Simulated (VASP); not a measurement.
Input:

```xyz
1
Lattice="-1.7614 1.7614 1.7614 1.7614 -1.7614 1.7614 1.7614 1.7614 -1.7614" Properties=species:S:1:pos:R:3 pbc="T T T"
Cd     0.0000     0.0000     0.0000
```

All values below come from r2SCAN meta-GGA, VASP's PBE PAW potentials (set 64) (plane waves; VASP 6.6.1). Settings: 400 eV cut-off, 16×16×16 Γ-centred mesh, tetrahedra with Blöchl corrections, potentials Cd.

### Question
Tabulate the total density of states (states/eV per cell) against energy (eV; zero at the valence-band maximum or, without a gap, the Fermi level).

### Answer

(E (eV), DOS (states/eV)): (-9.89, 7.68); (-9.67, 2.51); (-9.44, 6.71); (-9.22, 12.9); (-8.99, 4.57); (-8.77, 0.48); (-8.55, 0.09); (-8.32, 0.10); (-8.10, 0.11); (-7.87, 0.12); (-7.65, 0.13); (-7.43, 0.14); (-7.20, 0.15); (-6.98, 0.16); (-6.75, 0.16); (-6.53, 0.17); (-6.30, 0.18); (-6.08, 0.19); (-5.86, 0.19); (-5.63, 0.20); (-5.41, 0.21); (-5.18, 0.21); (-4.96, 0.22); (-4.74, 0.23); (-4.51, 0.23); (-4.29, 0.24); (-4.06, 0.25); (-3.84, 0.25); (-3.62, 0.26); (-3.39, 0.27); (-3.06, 0.28); (-2.83, 0.30); (-2.61, 0.33); (-2.38, 0.33); (-2.16, 0.33); (-1.94, 0.31); (-1.71, 0.28); (-1.49, 0.26); (-1.26, 0.25); (-1.04, 0.25); (-0.81, 0.24); (-0.59, 0.29); (-0.37, 0.33); (-0.14, 0.36); (0.08, 0.36); (0.31, 0.38); (0.53, 0.38); (0.76, 0.42); (0.98, 0.41); (1.20, 0.39); (1.43, 0.39); (1.65, 0.39); (1.88, 0.38); (2.10, 0.37); (2.32, 0.43); (2.55, 0.41); (2.77, 0.41); (3.00, 0.43); (3.22, 0.43); (3.44, 0.45)
Within 2 eV below the Fermi level the largest weight inside VASP's projection spheres is Cd s, then Cd p.

The structure was generated: Cd was put into the bcc type (Im-3m), which need not be its known phase. It was relaxed first.
